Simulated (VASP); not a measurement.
OSZICAR of a VASP run on Au (fcc):

**OSZICAR**
```
       N       E                     dE             d eps       ncg     rms          rms(c)
DAV:   1     0.399902234917E+02    0.39990E+02   -0.57035E+03  2890   0.106E+03
DAV:   2    -0.385714040159E+01   -0.43847E+02   -0.41691E+02  2706   0.198E+02
DAV:   3    -0.417269445291E+01   -0.31555E+00   -0.31538E+00  3089   0.178E+01
DAV:   4    -0.417344663560E+01   -0.75218E-03   -0.75217E-03  2940   0.913E-01
DAV:   5    -0.417345102151E+01   -0.43859E-05   -0.43850E-05  3042   0.674E-02    0.128E+01
DAV:   6    -0.387652584221E+01    0.29693E+00   -0.85425E-01  2669   0.924E+00    0.764E+00
DAV:   7    -0.384558842511E+01    0.30937E-01   -0.12252E-01  2772   0.341E+00    0.303E+00
DAV:   8    -0.384204814682E+01    0.35403E-02   -0.42514E-03  2727   0.752E-01    0.298E-01
DAV:   9    -0.384203899863E+01    0.91482E-05   -0.10826E-05  2877   0.397E-02    0.858E-03
DAV:  10    -0.384204214748E+01   -0.31488E-05   -0.10737E-06  2764   0.968E-03    0.949E-04
DAV:  11    -0.384204219687E+01   -0.49390E-07   -0.34567E-08  1337   0.200E-03
   1 F= -.92727543E+00 E0= -.92720462E+00  d E =-.927275E+00
       N       E                     dE             d eps       ncg     rms          rms(c)
DAV:   1    -0.546676244913E+01   -0.16247E+01   -0.48306E+01  2664   0.800E+01    0.138E+01
DAV:   2    -0.341357370852E+01    0.20532E+01   -0.52749E+00  2620   0.239E+01    0.368E+00
DAV:   3    -0.324262457049E+01    0.17095E+00   -0.73621E-01  2711   0.849E+00    0.180E+00
DAV:   4    -0.324272235856E+01   -0.97788E-04   -0.66155E-03  2720   0.901E-01    0.112E+00
DAV:   5    -0.324386842278E+01   -0.11461E-02   -0.62826E-03  2866   0.652E-01    0.374E-02
DAV:   6    -0.324393580467E+01   -0.67382E-04   -0.81822E-05  3081   0.811E-02    0.338E-02
DAV:   7    -0.324394138498E+01   -0.55803E-05   -0.23048E-06  2774   0.142E-02    0.332E-03
DAV:   8    -0.324394133640E+01    0.48581E-07   -0.34162E-08  1352   0.212E-03
   2 F= -.72231984E+00 E0= -.72223483E+00  d E =0.204956E+00
       N       E                     dE             d eps       ncg     rms          rms(c)
DAV:   1    -0.510676823217E+01   -0.18628E+01   -0.30492E+01  2656   0.646E+01    0.687E+00
DAV:   2    -0.386620458452E+01    0.12406E+01   -0.34204E+00  2614   0.191E+01    0.524E+00
DAV:   3    -0.377094800240E+01    0.95257E-01   -0.38355E-01  2686   0.605E+00    0.325E+00
DAV:   4    -0.376890069828E+01    0.20473E-02   -0.79213E-03  2743   0.794E-01    0.736E-01
DAV:   5    -0.376902003940E+01   -0.11934E-03   -0.89262E-04  3000   0.197E-01    0.216E-02
DAV:   6    -0.376904684386E+01   -0.26804E-04   -0.14387E-05  2779   0.364E-02    0.571E-03
DAV:   7    -0.376904798410E+01   -0.11402E-05   -0.72461E-07  2352   0.668E-03    0.234E-03
DAV:   8    -0.376904802257E+01   -0.38467E-07   -0.16272E-08  1317   0.126E-03
   3 F= -.94344836E+00 E0= -.94338386E+00  d E =-.161729E-01
       N       E                     dE             d eps       ncg     rms          rms(c)
DAV:   1    -0.376564928783E+01    0.33987E-02   -0.39573E-03  2654   0.725E-01    0.861E-02
DAV:   2    -0.376547971078E+01    0.16958E-03   -0.50037E-04  2621   0.226E-01    0.416E-02
DAV:   3    -0.376546903507E+01    0.10676E-04   -0.49682E-05  2674   0.678E-02    0.255E-02
DAV:   4    -0.376546977912E+01   -0.74405E-06   -0.14975E-06  2665   0.111E-02
   4 F= -.94348513E+00 E0= -.94342110E+00  d E =-.162097E-01
```

**Question.** Which electronic solver shows in the log?

**Answer.** It is blocked Davidson (ALGO = Normal, or the opening steps of other solvers). The INCAR had ALGO = Normal.

**Question.** Can the final energy be trusted as converged?

**Answer.** Self-consistency was reached. It stopped with EDIFF = 1E-6, NELM = 100, NSW = 40 and EDIFFG = -0.02 after 4 ionic steps (PBEsol GGA, plane waves, VASP's PBE PAW potentials (set 64)). Energy and stress use the plane-wave basis of the starting cell.

The compound is Au in the fcc structure. This run relaxes it under an external pressure of 30 GPa. Symmetry was kept, so distortions that lower it aren't found.
